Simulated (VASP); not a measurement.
Data:

```xyz
6
Lattice="1.6311 -2.8251 0.0000 1.6311 2.8251 0.0000 0.0000 0.0000 12.9538" Properties=species:S:1:pos:R:3 pbc="T T T"
W      1.6311     0.9417     3.2385
W      1.6311    -0.9417     9.7154
Se     1.6311     0.9417    11.3676
Se     1.6311    -0.9417     4.8906
Se     1.6311    -0.9417     1.5863
Se     1.6311     0.9417     8.0632
```

All values below come from optB88-vdW, VASP's PBE PAW potentials (set 64) (plane waves; VASP). Settings: 520 eV cut-off, 8×8×2 Γ-centred mesh, Gaussian smearing of 0.050 eV, potentials W_sv Se.

Q: The ions and cell shape at fixed volume are relaxed. Predict the relaxed structure.

A: 
```xyz
6
Lattice="1.6480 -2.8545 0.0000 1.6480 2.8545 0.0000 0.0000 0.0000 12.6884" Properties=species:S:1:pos:R:3 pbc="T T T"
W      1.6480     0.9515     3.1721
W      1.6480    -0.9515     9.5163
Se     1.6480     0.9515    11.2071
Se     1.6480    -0.9515     4.8629
Se     1.6480    -0.9515     1.4813
Se     1.6480     0.9515     7.8256
```
Space group P6_3/mmc (194), at a tolerance of 0.03 Å.

Q: How much energy does the relaxation gain?

A: The energy (σ→0) changes by -23.6 meV/atom, in 8 ionic steps.

The compound is WSe2 in the 2H layered structure. This cell is one point of a volume scan, at 0.94 of the reference volume. Symmetry was kept, so distortions that lower it aren't found.
